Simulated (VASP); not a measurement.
# Be3Te2Se (Imm2) in VASP: a series of runs, part 2 of 2

VASP 6.6.1. Earlier steps stand in the parts before.

### Step 3. Born charges and dielectric tensor, PBE

INCAR reads:

```
ALGO = Normal
EDIFF = 1E-8
ENCUT = 520
GGA = PE
ISIF = 2
ISMEAR = 0
KPAR = 8
LASPH = T
LCHARG = F
LEPSILON = T
LREAL = F
LWAVE = F
NELM = 100
PREC = Accurate
SIGMA = 0.02
```

KPOINTS reads:

```
k-points
0
Gamma
  8 8 8
```

POSCAR reads:

```
Be3Te2Se
1.0
   -1.9494800000      5.8446100000      2.7503100000
    1.9494800000     -5.8446100000      2.7503100000
    1.9494800000      5.8446100000     -2.7503100000
Be Te Se
3 2 1
Direct
    0.6062970000      0.7630470000      0.8432500000
    0.9197960000      0.7630470000      0.1567500000
    0.2245800000      0.7245800000      0.5000000000
    0.6644610000      0.9995180000      0.6649430000
    0.3345760000      0.9995180000      0.3350570000
    0.0000150000      0.0000150000      0.0000000000
```

Potentials or basis: VASP PAW PBE potentials, release 64 (Be, Te, Se).

On the command line:

```
$ cat potpaw_PBE.64/Be/POTCAR potpaw_PBE.64/Te/POTCAR potpaw_PBE.64/Se/POTCAR > POTCAR
$ mpirun -np 8 vasp_std > vasp.out
```

OUTCAR:

```text
EDIFF = 1E-8
   ENCUT = 520
   GGA = PE
   ISIF = 2
   ISMEAR = 0
   LASPH = T
   LEPSILON = T
   LREAL = F
   NELM = 100
   PREC = Accurate

 ion  position               nearest neighbor table
   1  0.606  0.763  0.843-   6 2.25   5 2.43   5 2.43   4 2.46
   2  0.920  0.763  0.157-   6 2.25   4 2.43   4 2.43   5 2.46
   3  0.225  0.725  0.500-   6 2.31   6 2.31   5 2.45   4 2.45
   4  0.664  1.000  0.665-   2 2.43   2 2.43   3 2.45   1 2.46
   5  0.335  1.000  0.335-   1 2.43   1 2.43   3 2.45   2 2.46
   6  0.000  0.000  0.000-   2 2.25   1 2.25   3 2.31   3 2.31

  LATTYP: Found a body centered orthorhombic cell.
 ALAT       =     3.8989600000
 B/A-ratio  =     1.4107915957
 C/A-ratio  =     2.9980353735

  Lattice vectors:

 A1 = (   1.9494800000,  -5.8446100000,  -2.7503100000)
 A2 = (  -1.9494800000,  -5.8446100000,   2.7503100000)
 A3 = (  -1.9494800000,   5.8446100000,  -2.7503100000)

Analysis of symmetry for initial positions (statically):
=====================================================================
 Subroutine PRICEL returns:
 Original cell was already a primitive cell.

 Routine SETGRP: Setting up the symmetry group for a
 body centered orthorhombic supercell.

 Subroutine GETGRP returns: Found  4 space group operations
 (whereof  4 operations were pure point group operations)
 out of a pool of  8 trial point group operations.

The static configuration has the point symmetry C_2v.
[... 699 lines left out ...]
     0.00000  0.00000  0.04132           (  0.00000  0.00000 -0.00271)

 PIEZOELECTRIC TENSOR FIELD DIRECTION 3  (C/m^2)
 -----------------------------------------------------------------------------
     0.53598  0.00000  0.00000
     0.00000 -0.52725  0.00000
     0.00000  0.00000  0.00528

 MACROSCOPIC STATIC DIELECTRIC TENSOR (including local field effects in DFT)
 ------------------------------------------------------
           7.115248     0.000000     0.000000
           0.000000     7.024424     0.000000
           0.000000     0.000000     7.022605
 ------------------------------------------------------

 PIEZOELECTRIC TENSOR (including local field effects)  for field in x, y, z        (e  Angst)
          XX          YY          ZZ          XY          YZ          ZX
  --------------------------------------------------------------------------------
  x     0.00000     0.00000     0.00000     0.00000     0.00000     4.11918
  y     0.00000     0.00000     0.00000     0.00000    -4.10406     0.00000
  z     4.19327    -4.12495     0.04132     0.00000     0.00000     0.00000

 PIEZOELECTRIC TENSOR (including local field effects)  for field in x, y, z        (C/m^2)
          XX          YY          ZZ          XY          YZ          ZX
  --------------------------------------------------------------------------------
  x     0.00000     0.00000     0.00000     0.00000     0.00000     0.52651
  y     0.00000     0.00000     0.00000     0.00000    -0.52458     0.00000
  z     0.53598    -0.52725     0.00528     0.00000     0.00000     0.00000

 BORN EFFECTIVE CHARGES (including local field effects) (in |e|, cummulative output)
 ---------------------------------------------------------------------------------
 ion    1
    1     1.33335     0.00000     0.00000
    2     0.00000     1.43703     0.04640
    3    -0.00000     0.02289     1.39868
 ion    2
    1     1.33335     0.00000     0.00000
    2     0.00000     1.43703    -0.04640
    3     0.00000    -0.02289     1.39868
 ion    3
    1     1.66039     0.00000     0.00000
    2     0.00000     1.47678     0.00000
    3     0.00000     0.00000     1.55238
 ion    4
    1    -1.24962     0.00000     0.00000
    2    -0.00000    -1.26987     0.01763
    3     0.00000    -0.03284    -1.33045
 ion    5
    1    -1.24962     0.00000     0.00000
    2     0.00000    -1.26987    -0.01763
    3     0.00000     0.03284    -1.33045
 ion    6
    1    -1.82786     0.00000     0.00000
    2     0.00000    -1.81109     0.00000
    3     0.00000     0.00000    -1.68884
```

OSZICAR:

```text
N       E                     dE             d eps       ncg     rms          rms(c)
DAV:   1     0.897950850049E+02    0.89795E+02   -0.93905E+03  3040   0.123E+03
DAV:   2    -0.180073178065E+02   -0.10780E+03   -0.10544E+03  4064   0.178E+02
[... 12 lines left out ...]
RMM:   8    -0.231973595618E+01   -0.11651E-03   -0.43818E-06  5493   0.120E-02    0.299E-03
RMM:   9    -0.231994530767E+01   -0.20935E-03   -0.98499E-07  5606   0.547E-03    0.864E-04
RMM:  10    -0.231994008443E+01    0.52232E-05    0.10707E-06  5677   0.128E-03    0.251E-04
RMM:  11    -0.231994627002E+01   -0.61856E-05   -0.15935E-06  5566   0.558E-04    0.217E-04
RMM:  12    -0.231994793487E+01   -0.16648E-05    0.28492E-08  4968   0.346E-04    0.275E-05
RMM:  13    -0.231994731149E+01    0.62337E-06   -0.10675E-06  3327   0.209E-04    0.146E-05
RMM:  14    -0.231994772583E+01   -0.41434E-06    0.15235E-07  3182   0.208E-04    0.466E-06
```

stdout:

```text
POSCAR found type information on POSCAR BeTeSe
 POSCAR found :  3 types and       6 ions
 scaLAPACK will be used
 -----------------------------------------------------------------------------
|                                                                             |
|           W    W    AA    RRRRR   N    N  II  N    N   GGGG   !!!           |
|           W    W   A  A   R    R  NN   N  II  NN   N  G    G  !!!           |
[... 39 lines left out ...]
  Direction:   1
 dielectric tensor                  component  1 :     7.115     0.036     0.000
 Linear response to external field, progress :
  Direction:   2
 dielectric tensor                  component  2 :     0.087     7.024     0.000
 Linear response to external field, progress :
  Direction:   3
 dielectric tensor                  component  3 :     0.036    -0.149     7.023
 Born effective charges drift removed
```

It took 15 min on 8 MPI ranks of Intel Xeon Platinum 8488C (Sapphire Rapids), shared host; peak memory 1 GiB.

Results:

```
Band gap on the k mesh                  : 1.94 eV, indirect (least direct gap 2.09 eV)
Electronic dielectric tensor (diagonal) : 7.12, 7.02, 7.02
Born charges (mean of the diagonal)     : Be +1.39, +1.56; Te -1.28; Se -1.78 e
```

Levels at points of the mesh, in eV from the valence-band top:
```csv
k point,band 8,band 9,band 10,band 11,band 12,band 13,band 14,band 15,band 16
"(0.00, 0.00, 0.00)",-2.65,-1.62,-0.21,-0.21,0.00,2.73,3.38,3.88,3.90
"(0.50, 0.00, 0.00)",-2.03,-1.46,-1.26,-1.19,-0.90,2.90,3.44,3.65,4.81
"(0.00, 0.50, 0.00)",-3.48,-2.74,-2.30,-1.24,-1.21,3.16,4.45,4.72,4.74
"(0.50, 0.50, 0.00)",-3.01,-2.87,-2.58,-2.27,-1.75,2.02,2.94,3.94,4.29
"(0.50, 0.50, 0.50)",-2.56,-2.28,-1.77,-0.97,-0.15,1.94,2.93,3.90,4.57
```

Electronic dielectric tensor:
```
7.12 0.00 0.00
0.00 7.02 0.00
0.00 0.00 7.02
```

Born effective charge tensors (e):
atom 1, Be
```
1.33 0.00 0.00
0.00 1.44 0.05
0.00 0.02 1.40
```
atom 2, Be
```
 1.33  0.00  0.00
 0.00  1.44 -0.05
 0.00 -0.02  1.40
```
atom 3, Be
```
1.66 0.00 0.00
0.00 1.48 0.00
0.00 0.00 1.55
```
atom 4, Te
```
-1.25  0.00  0.00
 0.00 -1.27  0.02
 0.00 -0.03 -1.33
```
atom 5, Te
```
-1.25  0.00  0.00
 0.00 -1.27 -0.02
 0.00  0.03 -1.33
```
atom 6, Se
```
-1.83  0.00  0.00
 0.00 -1.81  0.00
 0.00  0.00 -1.69
```

Caveat: spin-orbit coupling is left out, which moves the levels of the heavy elements.
